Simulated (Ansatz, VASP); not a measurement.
# One calculation of Hg12Te11Se (a cell with a defect), two programs

Contents of INCAR:

```
PREC = Accurate ; ENCUT = 520
EDIFF = 1E-8 ; ISMEAR = -1
SIGMA = 0.01 ; LREAL = Auto
LASPH = True ; NELM = 100
ALGO = Fast ; ISIF = 2
LWAVE = False ; LCHARG = False
GGA = PE ; LEFG = True
NBANDS = 126
```

File KPOINTS:

```
Automatic mesh
0
Gamma
  3 3 2
```

The input POSCAR:

```
Hg12Te11Se
1.0
    9.3108750032      0.0000000000      0.0000000000
   -4.6554375016      8.0634542842      0.0000000000
    0.0000000000      0.0000000000     10.4231886400
Hg Se Te
12 1 11
Direct
    0.1580707650      0.1580707650      0.0000000000
    0.1580707650      0.6580707650      0.0000000000
    0.6580707650      0.1580707650      0.0000000000
    0.6580707650      0.6580707650      0.0000000000
    0.0000000000      0.3419292350      0.6666666667
    0.0000000000      0.8419292350      0.6666666667
    0.5000000000      0.3419292350      0.6666666667
    0.5000000000      0.8419292350      0.6666666667
    0.3419292350      0.0000000000      0.3333333333
    0.3419292350      0.5000000000      0.3333333333
    0.8419292350      0.0000000000      0.3333333333
    0.8419292350      0.5000000000      0.3333333333
    0.2427854750      0.2427854750      0.5000000000
    0.2427854750      0.7427854750      0.5000000000
    0.7427854750      0.2427854750      0.5000000000
    0.7427854750      0.7427854750      0.5000000000
    0.0000000000      0.2572145250      0.1666666667
    0.0000000000      0.7572145250      0.1666666667
    0.5000000000      0.2572145250      0.1666666667
    0.5000000000      0.7572145250      0.1666666667
    0.2572145250      0.0000000000      0.8333333333
    0.2572145250      0.5000000000      0.8333333333
    0.7572145250      0.0000000000      0.8333333333
    0.7572145250      0.5000000000      0.8333333333
```

Input for Ansatz:

```yaml
crystal:
  lattice:
    - [9.3108750032, 0.0, 0.0]
    - [-4.6554375016, 8.0634542842, 0.0]
    - [0.0, 0.0, 10.42318864]
  atoms:
    - { symbol: Hg, position: [0.158070765, 0.158070765, 0.0] }
    - { symbol: Hg, position: [0.158070765, 0.658070765, 0.0] }
    - { symbol: Hg, position: [0.658070765, 0.158070765, 0.0] }
    - { symbol: Hg, position: [0.658070765, 0.658070765, 0.0] }
    - { symbol: Hg, position: [0.0, 0.341929235, 0.6666666667] }
    - { symbol: Hg, position: [0.0, 0.841929235, 0.6666666667] }
    - { symbol: Hg, position: [0.5, 0.341929235, 0.6666666667] }
    - { symbol: Hg, position: [0.5, 0.841929235, 0.6666666667] }
    - { symbol: Hg, position: [0.341929235, 0.0, 0.3333333333] }
    - { symbol: Hg, position: [0.341929235, 0.5, 0.3333333333] }
    - { symbol: Hg, position: [0.841929235, 0.0, 0.3333333333] }
    - { symbol: Hg, position: [0.841929235, 0.5, 0.3333333333] }
    - { symbol: Se, position: [0.242785475, 0.242785475, 0.5] }
    - { symbol: Te, position: [0.242785475, 0.742785475, 0.5] }
    - { symbol: Te, position: [0.742785475, 0.242785475, 0.5] }
    - { symbol: Te, position: [0.742785475, 0.742785475, 0.5] }
    - { symbol: Te, position: [0.0, 0.257214525, 0.1666666667] }
    - { symbol: Te, position: [0.0, 0.757214525, 0.1666666667] }
    - { symbol: Te, position: [0.5, 0.257214525, 0.1666666667] }
    - { symbol: Te, position: [0.5, 0.757214525, 0.1666666667] }
    - { symbol: Te, position: [0.257214525, 0.0, 0.8333333333] }
    - { symbol: Te, position: [0.257214525, 0.5, 0.8333333333] }
    - { symbol: Te, position: [0.757214525, 0.0, 0.8333333333] }
    - { symbol: Te, position: [0.757214525, 0.5, 0.8333333333] }
kpoints:
  mp_grid: { grid: [3, 3, 2] }
scf:
  occupations: { method: fermi_dirac, width: 0.01 }
hamiltonian:
  xc: pbe
  pseudopotentials: { kind: paw }
output:
  forces: true
  stress: true
  populations: true
  efg: { quadrupole_moments_barn: { Hg: 0.387 }, contact_densities: true }
```

Alike in both runs: task electric field gradients; functional PBE; k mesh 3 × 3 × 2; occupations fermi-dirac, width 0.01 eV; no spin polarisation.

|  | VASP | Ansatz |
| --- | --- | --- |
| version | VASP 6.6.1 | Ansatz 0.2.0 |
| potentials or method | VASP PAW PBE potentials, release 64 (Hg, Se, Te) | plane-wave PAW, scalar-relativistic |
| plane-wave cutoff (eV) | 520 | 420 |
| valence electrons in the cell | 216 | 432 |

```csv
,VASP,Ansatz,Ansatz less VASP
gap on the k mesh at the Fermi level (eV),0.58,0.59,+0.013
pressure (GPa),0.7,0.5,-0.13
largest component of the traceless stress (GPa),0.22,0.22,0.000
rms of the force components (eV/Å),0.183,0.181,-0.0025
Vzz of the field gradient on the site that differs most (V/Å²),-550.8,-428.3,+122.41
```

Atom by atom the forces differ by 0.014 eV/Å (rms over components). The two sets of potentials don't hold the same shells in valence. Ansatz warned: «gradients_without_spin_orbit».

Caveats: spin-orbit coupling is left out, which moves the levels of the heavy elements. A hybrid or GW would open this gap; PBE tends to underestimate it.
